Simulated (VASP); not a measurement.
Calculation: PBEsol GGA, VASP's PBE PAW potentials (set 64) (plane waves; VASP 6.6.1).

The input files of a VASP run:

POSCAR:
```
BN
1
   -0.0000000000     1.8037966611     1.8037966611
    1.8037966611    -0.0000000000     1.8037966611
    1.8037966611     1.8037966611     0.0000000000
B N
1 1
Direct
  0.0000000000   0.0000000000   0.0000000000
  0.7500000000   0.7500000000   0.7500000000
```

KPOINTS:
```
kpoints
0
gamma
 14 14 14
```

### INCAR
```
SYSTEM = BN
PREC = Accurate; ENCUT = 520; LREAL = .FALSE.
LASPH = .TRUE.
EDIFF = 1E-7; NELM = 100; ALGO = Normal
ISMEAR = -5
GGA = PS
ISIF = 2
LWAVE = .FALSE.; LCHARG = .TRUE.; LORBIT = 11
NEDOS = 601
```

POTCAR, in this order: B N (PBE.64 set). Program: vasp_std.

Output of the run:

OSZICAR:
```
       N       E                     dE             d eps       ncg     rms          rms(c)
DAV:   1     0.788896177542E+01    0.78890E+01   -0.52657E+03  1728   0.999E+02
DAV:   2    -0.191109215158E+02   -0.27000E+02   -0.26775E+02  2280   0.174E+02
DAV:   3    -0.193013904443E+02   -0.19047E+00   -0.19047E+00  1880   0.182E+01
DAV:   4    -0.193015701714E+02   -0.17973E-03   -0.17973E-03  2352   0.489E-01
DAV:   5    -0.193015702238E+02   -0.52325E-07   -0.52325E-07  1808   0.629E-03    0.659E+00
DAV:   6    -0.184545345884E+02    0.84704E+00   -0.31384E+00  2104   0.129E+01    0.329E+00
DAV:   7    -0.183677289759E+02    0.86806E-01   -0.10024E-01  2160   0.293E+00    0.188E+00
DAV:   8    -0.183468752146E+02    0.20854E-01   -0.41232E-02  1856   0.169E+00    0.182E-01
DAV:   9    -0.183468898348E+02   -0.14620E-04   -0.40841E-04  1712   0.228E-01    0.746E-02
DAV:  10    -0.183469052679E+02   -0.15433E-04   -0.73037E-05  2368   0.873E-02    0.131E-02
DAV:  11    -0.183469067828E+02   -0.15149E-05   -0.32580E-06  1912   0.161E-02    0.544E-03
DAV:  12    -0.183469067793E+02    0.35245E-08   -0.85772E-07  1968   0.743E-03
   1 F= -.18346907E+02 E0= -.18346907E+02  d E =0.000000E+00
```

File OUTCAR:
```
------------------------ aborting loop because EDIFF is reached ----------------------------------------
  FORCE on cell =-STRESS in cart. coord.  units (eV):
  Direction    XX          YY          ZZ          XY          YZ          ZX
  --------------------------------------------------------------------------------------
  Total        0.0004070      0.0004070      0.0004070     -0.0000000      0.0000000      0.0000000
  in kB        0.0555582      0.0555582      0.0555582     -0.0000000      0.0000000      0.0000000
  external PRESSURE =       0.0555582 kB  Pullay stress =       0.0000000 kB
  volume of cell :       11.74
      direct lattice vectors                 reciprocal lattice vectors
     0.000000000  1.803796661  1.803796661    -0.277193107  0.277193107  0.277193107
     1.803796661  0.000000000  1.803796661     0.277193107 -0.277193107  0.277193107
     1.803796661  1.803796661  0.000000000     0.277193107  0.277193107 -0.277193107
  FREE ENERGIE OF THE ION-ELECTRON SYSTEM (eV)
  ---------------------------------------------------
  free  energy   TOTEN  =       -18.3469067793 eV

  energy  without entropy=      -18.3469067793  energy(sigma->0) =      -18.34690678

 total charge

# of ion       s       p       d       tot
------------------------------------------
    1        0.677   1.368   0.000   2.046
    2        1.208   2.759   0.000   3.967
--------------------------------------------------
tot          1.885   4.128   0.000   6.013
```
(Selected blocks of OUTCAR.)

The structure comes from a computed database's BN entry (F-43m); how it stands against other phases isn't given here. It was relaxed first.
